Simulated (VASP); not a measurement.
```
CELL_PARAMETERS angstrom
      0.00000     3.10084     3.10084
      3.10084     0.00000     3.10084
      3.10084     3.10084     0.00000
ATOMIC_POSITIONS crystal
  Pb 0.00000 0.00000 0.00000
  Se 0.50000 0.50000 0.50000
```

Computed with modified Becke-Johnson potential (mBJ) with spin-orbit coupling, VASP's PBE PAW potentials (set 64) (plane waves; VASP 6.6.1). Settings: 350 eV cut-off, 6×6×6 Γ-centred mesh, Gaussian smearing of 0.050 eV, potentials Pb_d Se.

mBJ is a potential without an energy functional, so only the levels count.

Question: Give the energies of bands 13 to 26 at the high-symmetry points, in eV from the valence-band maximum.

Answer: 
```csv
band,Γ,X,U,L,W
13,-5.98,-6.96,-7.57,-8.29,-7.55
14,-5.98,-6.96,-7.57,-8.29,-7.55
15,-2.26,-4.57,-4.21,-1.62,-3.98
16,-2.26,-4.57,-4.21,-1.62,-3.98
17,-1.69,-3.26,-2.66,-1.40,-3.82
18,-1.69,-3.26,-2.66,-1.40,-3.82
19,-1.69,-2.84,-2.12,0.00,-0.85
20,-1.69,-2.84,-2.12,0.00,-0.85
21,3.52,4.40,3.31,0.50,2.14
22,3.52,4.40,3.31,0.50,2.14
23,5.71,4.84,4.39,1.90,5.16
24,5.71,4.84,4.39,1.90,5.16
25,5.71,6.43,5.70,2.62,5.41
26,5.71,6.43,5.70,2.62,5.41
```

The gap is direct, 0.50 eV, from the valence maximum at L to the conduction minimum at L.

The compound is PbSe in the rock salt structure. It was relaxed first. The cell's shape comes from a PBE relaxation.
